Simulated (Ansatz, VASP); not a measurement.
# ZrC: VASP beside Ansatz, part 2 of 2

Wanted: the spread between two codes on one cell, functional and k mesh. The cell is taken from a series of runs on this material, whose earlier steps may have relaxed, scaled, displaced or heated it; both programs get it as it stands.

VASP 6.6.1 and Ansatz 0.2.0.

So far: Set-up; Ansatz: elastic constants, PBEsol.

## (3) VASP: elastic constants, PBEsol

Level of this step: PBEsol; plane waves and PAW (Zr_sv, C) (VASP).

The same cell, functional, mesh and smearing now go to VASP, with its own data sets.

Lines of VASP's logs that name or quote its potential files are left out, and so is its time.

Input file INCAR:

```
SYSTEM = ZrC
PREC = Accurate
ENCUT = 600
EDIFF = 1E-08
NELM = 120
ISMEAR = 1
SIGMA = 0.25
LREAL = .FALSE.
ALGO = Normal
GGA = PS
NBANDS = 14
LASPH = .TRUE.
LORBIT = 11
LWAVE = .FALSE.
LCHARG = .FALSE.
ISIF = 3
IBRION = 6
NFREE = 2
POTIM = 0.015
NSW = 1
GGA_COMPAT = .FALSE.
KPAR = 2
```

Input file POSCAR:

```
ZrC
1.0
    0.0000000000      2.3344719936      2.3344719936
    2.3344719936      0.0000000000      2.3344719936
    2.3344719936      2.3344719936      0.0000000000
Zr C
1 1
Direct
    0.5000000000      0.5000000000      0.5000000000
    0.0000000000      0.0000000000      1.0000000000
```

Input file KPOINTS:

```
Automatic mesh
0
Gamma
28 28 28
0 0 0
```

PAW data sets: Zr_sv and C (PBE family, release 64).

Launch:

```
> mpirun -np 2 vasp_std
```

Numbers of over 12 decimals in the logs are rounded to 6 here.

The log of the run:

```text
[banner, memory and clock lines left out]
running    2 mpi-ranks, on    1 nodes
 distrk:  each k-point on    1 cores,    2 groups
 distr:  one band on    1 cores,    1 groups

 POSCAR found type information on POSCAR ZrC
 POSCAR found :  2 types and       2 ions
|                                                                             |
|               ----> ADVICE to this user running VASP <----                  |
|                                                                             |
|     You enforced a specific xc type in the INCAR file but a different       |
|     [... a line on the potential file left out ...]
|     I HOPE YOU KNOW WHAT YOU ARE DOING!                                     |
|                                                                             |

 LDA part: xc-table for (Slater+PW92), standard interpolation
 POSCAR, INCAR and KPOINTS ok, starting setup
 FFT: planning ... GRIDC
 FFT: planning ... GRID_SOFT
 FFT: planning ... GRID
 WAVECAR not read
 entering main loop
       N       E                     dE             d eps       ncg     rms          rms(c)
DAV:   1     0.110392846637E+03    0.11039E+03   -0.94584E+03 17480   0.129E+03
DAV:   2    -0.168466593075E+02   -0.12724E+03   -0.11906E+03 21858   0.319E+02
DAV:   3    -0.236483268099E+02   -0.68017E+01   -0.67446E+01 29612   0.635E+01
DAV:   4    -0.237792306841E+02   -0.13090E+00   -0.13086E+00 20918   0.625E+00
DAV:   5    -0.237811724364E+02   -0.19418E-02   -0.19417E-02 24262   0.611E-01    0.217E+01
DAV:   6    -0.207084276944E+02    0.30727E+01   -0.70505E+00 21252   0.234E+01    0.810E+00
DAV:   7    -0.205972394482E+02    0.11119E+00   -0.45298E-01 19798   0.574E+00    0.666E+00
DAV:   8    -0.205952260504E+02    0.20134E-02   -0.25543E-01 20868   0.401E+00    0.394E+00
DAV:   9    -0.205737029435E+02    0.21523E-01   -0.60270E-02 19710   0.175E+00    0.370E-01
DAV:  10    -0.205741503186E+02   -0.44738E-03   -0.21312E-03 23920   0.490E-01    0.469E-01
DAV:  11    -0.205738930519E+02    0.25727E-03   -0.86132E-04 19410   0.242E-01    0.496E-02
DAV:  12    -0.205738897654E+02    0.32865E-05   -0.17343E-05 23212   0.303E-02    0.103E-02
DAV:  13    -0.205738893025E+02    0.46290E-06   -0.11301E-06 21492   0.777E-03    0.427E-03
DAV:  14    -0.205738892417E+02    0.60864E-07   -0.66444E-08 20426   0.181E-03    0.544E-04
DAV:  15    -0.205738892605E+02   -0.18825E-07   -0.69083E-09 12006   0.730E-04    0.484E-04
DAV:  16    -0.205738892589E+02    0.15825E-08   -0.20856E-09 10254   0.376E-04
   1 F= -.20573889E+02 E0= -.20574031E+02  d E =0.424820E-03
[... from here on, the cycles between the ionic steps are left out ...]
   2 F= -.20566146E+02 E0= -.20566292E+02  d E =0.439623E-03
   9 F= -.20571114E+02 E0= -.20571262E+02  d E =0.443887E-03
  10 F= -.20571114E+02 E0= -.20571262E+02  d E =0.443887E-03
  11 F= -.20571114E+02 E0= -.20571262E+02  d E =0.443886E-03
  12 F= -.20571114E+02 E0= -.20571262E+02  d E =0.443887E-03
  13 F= -.20571114E+02 E0= -.20571262E+02  d E =0.443887E-03
  14 F= -.20573028E+02 E0= -.20573168E+02  d E =0.419800E-03
  15 F= -.20573028E+02 E0= -.20573168E+02  d E =0.419799E-03
  16 F= -.20573028E+02 E0= -.20573168E+02  d E =0.419798E-03
 Finite differences progress:
  Degree of freedom:   8/  8
  Displacement:        1/  2
  Total:              15/ 16
 bond charge predicted
       N       E                     dE             d eps       ncg     rms          rms(c)
DAV:   1    -0.205742892844E+02   -0.12614E-02   -0.13351E+00 45892   0.683E+00    0.183E-01
DAV:   2    -0.205734067496E+02    0.88253E-03   -0.66757E-03 59462   0.567E-01    0.926E-02
DAV:   3    -0.205730202736E+02    0.38648E-03   -0.92627E-04 49684   0.239E-01    0.225E-02
DAV:   4    -0.205730286522E+02   -0.83787E-05   -0.10949E-04 59092   0.665E-02    0.170E-02
DAV:   5    -0.205730279670E+02    0.68524E-06   -0.16617E-06 53644   0.154E-02    0.505E-03
DAV:   6    -0.205730278531E+02    0.11384E-06   -0.41215E-07 56898   0.702E-03    0.152E-03
DAV:   7    -0.205730278616E+02   -0.84847E-08   -0.78632E-08 52498   0.225E-03
  17 F= -.20573028E+02 E0= -.20573168E+02  d E =0.419797E-03
 Finite differences progress:
  Degree of freedom:   8/  8
  Displacement:        2/  2
  Total:              16/ 16
```

Parts of OUTCAR (step 3):

```text
ion  position               nearest neighbor table
   1  0.500  0.500  0.500-   2 2.33   2 2.33   2 2.33   2 2.33   2 2.33   2 2.33
   2  0.000  0.000  0.000-   1 2.33   1 2.33   1 2.33   1 2.33   1 2.33   1 2.33

  LATTYP: Found a face centered cubic cell.
 ALAT       =     4.6689439872

 Subroutine GETGRP returns: Found 48 space group operations
 (whereof 48 operations were pure point group operations)

The static configuration has the point symmetry O_h .

 Found    624 irreducible k-points:

   k-points           NKPTS =    624   k-points in BZ     NKDIM =    624   number of bands    NBANDS=     14

   dimension x,y,z NGX =    28 NGY =   28 NGZ =   28
   dimension x,y,z NGXF=    56 NGYF=   56 NGZF=   56

   ENCUT  =  600.0 eV  44.10 Ry    6.64 a.u.   6.59  6.59  6.59*2*pi/ulx,y,z

   NELECT =      16.0000    total number of electrons

 k-points in reciprocal lattice and weights: Automatic mesh
   0.00000000  0.00000000  0.00000000       0.000
   0.03571429  0.00000000  0.00000000       0.000
   0.07142857  0.00000000  0.00000000       0.000
   0.10714286  0.00000000  0.00000000       0.000
   0.14285714  0.00000000  0.00000000       0.000
   0.17857143  0.00000000  0.00000000       0.000
   0.21428571  0.00000000  0.00000000       0.000
   0.25000000  0.00000000  0.00000000       0.000
   0.28571429  0.00000000  0.00000000       0.000
[...]
-0.28571429  0.50000000  0.21428571       0.001
  -0.25000000  0.50000000  0.25000000       0.000

 average (electrostatic) potential at core
       1 -72.7080       2 -44.0220

 E-fermi :   9.7357

 k-point     1 :       0.0000    0.0000    0.0000
  band No.  band energies     occupation
      1     -38.1718      2.00000
      2     -15.8993      2.00000
      3     -15.8993      2.00000
      4     -15.8993      2.00000
      5      -1.6258      2.00000
      6      10.6315     -0.00000
      7      10.6315     -0.00000
      8      10.6755     -0.00000
      9      10.7888     -0.00000
     10      10.8407     -0.00000
    ...

 k-point     2 :       0.0357    0.0000    0.0000
  band No.  band energies     occupation
      1     -38.1704      2.00000
      2     -15.9121      2.00000
      3     -15.9004      2.00000
      4     -15.9004      2.00000
      5      -1.5951      2.00000
      6      10.2605     -0.01146
      7      10.4084     -0.00095
      8      10.4331     -0.00058
      9      10.9129     -0.00000
     10      10.9318     -0.00000
    ...

 k-point     3 :       0.0714    0.0000    0.0000
  band No.  band energies     occupation
    ...
      2     -15.9496      2.00000
      3     -15.9036      2.00000
      4     -15.9036      2.00000
      5      -1.5042      2.00000
      6       9.7598      0.83778
      7       9.9998     -0.06006
      8      10.0135     -0.06629
      9      11.0490     -0.00000
     10      11.0565     -0.00000
     11      11.4354     -0.00000
    ...

  Total        0.0582940      0.0480049      0.0480049     -0.0000000     -0.0000000     -0.0000000
  in kB        3.6706111      3.0227338      3.0227338     -0.0000000     -0.0000000     -0.0000000
  external PRESSURE =       3.2386929 kB  Pullay stress =       0.0000000 kB

  energy-cutoff  :      600.00
  volume of cell :       25.44
      direct lattice vectors                 reciprocal lattice vectors
     0.000000000  2.334471994  2.334471994    -0.214181194  0.214181194  0.214181194
     2.334471994  0.000000000  2.334471994     0.214181194 -0.214181194  0.214181194
     2.334471994  2.334471994  0.000000000     0.214181194  0.214181194 -0.214181194

 POSITION                                       TOTAL-FORCE (eV/Angst)
 -----------------------------------------------------------------------------------
      2.33447      2.33447      2.33447        -0.114765      0.000000      0.000000
     -0.01500      0.00000      0.00000         0.114765      0.000000      0.000000
 -----------------------------------------------------------------------------------
    total drift:                                0.000051      0.000000      0.000000

  FREE ENERGIE OF THE ION-ELECTRON SYSTEM (eV)
  ---------------------------------------------------
  free  energy   TOTEN  =       -20.5730278616 eV

  energy  without entropy=      -20.5734476590  energy(sigma->0) =      -20.57316779

  SYMMETRIZED ELASTIC MODULI (kBar)
 Direction    XX          YY          ZZ          XY          YZ          ZX
 --------------------------------------------------------------------------------
 XX        4998.7430   1054.6177   1054.6177      0.0000     -0.0000      0.0000
 YY        1054.6177   4998.7430   1054.6177      0.0000      0.0000      0.0000
 ZZ        1054.6177   1054.6177   4998.7430     -0.0000     -0.0000     -0.0000
 XY           0.0000      0.0000     -0.0000   1556.0801      0.0000      0.0000
 YZ          -0.0000      0.0000     -0.0000      0.0000   1556.0801     -0.0000
 ZX           0.0000      0.0000     -0.0000      0.0000     -0.0000   1556.0801
 --------------------------------------------------------------------------------

 Eigenvectors and eigenvalues of the dynamical matrix
 ----------------------------------------------------

   1 f  =   13.273477 THz    83.399716 2PiTHz  442.755537 cm-1    54.894666 meV
             X         Y         Z           dx          dy          dz
      2.334472  2.334472  2.334472     0.000000    0.341182    0.000000
      0.000000  0.000000  0.000000     0.000000   -0.939997    0.000000

   2 f  =   13.273477 THz    83.399716 2PiTHz  442.755537 cm-1    54.894666 meV
             X         Y         Z           dx          dy          dz
      2.334472  2.334472  2.334472    -0.341182    0.000000    0.000000
      0.000000  0.000000  0.000000     0.939997    0.000000    0.000000

   3 f  =   13.273477 THz    83.399716 2PiTHz  442.755537 cm-1    54.894666 meV
             X         Y         Z           dx          dy          dz
      2.334472  2.334472  2.334472     0.000000    0.000000   -0.341182
      0.000000  0.000000  0.000000     0.000000    0.000000    0.939997

   4 f/i=    0.001218 THz     0.007656 2PiTHz    0.040645 cm-1     0.005039 meV
             X         Y         Z           dx          dy          dz
      2.334472  2.334472  2.334472     0.000000   -0.939997    0.000000
      0.000000  0.000000  0.000000     0.000000   -0.341182    0.000000

   5 f/i=    0.001218 THz     0.007656 2PiTHz    0.040645 cm-1     0.005039 meV
             X         Y         Z           dx          dy          dz
      2.334472  2.334472  2.334472     0.939997    0.000000    0.000000
      0.000000  0.000000  0.000000     0.341182    0.000000    0.000000

   6 f/i=    0.001218 THz     0.007656 2PiTHz    0.040645 cm-1     0.005039 meV
             X         Y         Z           dx          dy          dz
      2.334472  2.334472  2.334472     0.000000    0.000000    0.939997
      0.000000  0.000000  0.000000     0.000000    0.000000    0.341182

 ELASTIC MODULI CONTR FROM IONIC RELAXATION (kBar)
 Direction    XX          YY          ZZ          XY          YZ          ZX
 --------------------------------------------------------------------------------
 XX           0.0000      0.0000      0.0000      0.0000      0.0000      0.0000
 YY           0.0000      0.0000      0.0000      0.0000      0.0000      0.0000
 ZZ           0.0000      0.0000      0.0000      0.0000      0.0000      0.0000
 XY           0.0000      0.0000      0.0000      0.0000      0.0000      0.0000
 YZ           0.0000      0.0000      0.0000      0.0000      0.0000      0.0000
 ZX           0.0000      0.0000      0.0000      0.0000      0.0000      0.0000
 --------------------------------------------------------------------------------

 TOTAL ELASTIC MODULI (kBar)
 Direction    XX          YY          ZZ          XY          YZ          ZX
 --------------------------------------------------------------------------------
 XX        4998.7430   1054.6177   1054.6177      0.0000     -0.0000      0.0000
 YY        1054.6177   4998.7430   1054.6177      0.0000      0.0000      0.0000
 ZZ        1054.6177   1054.6177   4998.7430     -0.0000     -0.0000     -0.0000
 XY           0.0000      0.0000     -0.0000   1556.0801      0.0000      0.0000
 YZ          -0.0000      0.0000     -0.0000      0.0000   1556.0801     -0.0000
 ZX           0.0000      0.0000     -0.0000      0.0000     -0.0000   1556.0801
 --------------------------------------------------------------------------------

 total charge
# of ion       s       p       d       tot
------------------------------------------
    1        2.181   6.046   1.667   9.894
    2        0.881   1.472   0.000   2.353
--------------------------------------------------
tot          3.062   7.518   1.667  12.247

[... 3 further parts left out ...]
```

Levels, forces or a CONTCAR printed for this step are those of its last displaced cell, not of the structure at rest.

## (4) Comparison

Known differences besides the potentials themselves: the cutoff is 420 eV in Ansatz and 600 eV in VASP; Ansatz makes its cores anew for this functional, VASP keeps those of its PBE data sets; VASP takes each elastic constant from one size of strain, Ansatz from those that its log lists. Total energies have different zeros and are not compared.

Both answers:

| quantity | Ansatz | VASP | difference |
| --- | --- | --- | --- |
| C11 (GPa) | 497.3 | 499.9 | -0.51 % |
| C22 (GPa) | 497.3 | 499.9 | -0.51 % |
| C33 (GPa) | 497.3 | 499.9 | -0.51 % |
| C12 (GPa) | 106.0 | 105.5 | +0.48 % |
| C13 (GPa) | 106.0 | 105.5 | +0.48 % |
| C23 (GPa) | 106.0 | 105.5 | +0.48 % |
| C44 (GPa) | 155.7 | 155.6 | +0.05 % |
| C55 (GPa) | 155.7 | 155.6 | +0.05 % |
| C66 (GPa) | 155.7 | 155.6 | +0.05 % |

## (5) Outcome

```json
{
  "difference in C11 (elastic constants, PBEsol)": "-0.51 %"
}
```

What this shows: The difference in C11 is -0.51 % (elastic constants, PBEsol), within the 5 % picked in this series as the mark of a large difference. Such differences can come from data sets, numerical settings and the points named under the comparisons, not from the functional's error against experiment.

[Lines on the potential files, build, host, timing and source positions are cut from VASP's logs without a mark.]

[Logs are printed without paths, hosts, clocks, repeated set-up lines and the standing remarks that a program may print on its own settings, such as how far it seeks lower states.]

[Hosts, paths, dates, database ids (printed as entryN), source tags and the programs' standing remarks are cut or masked in the printed files.]
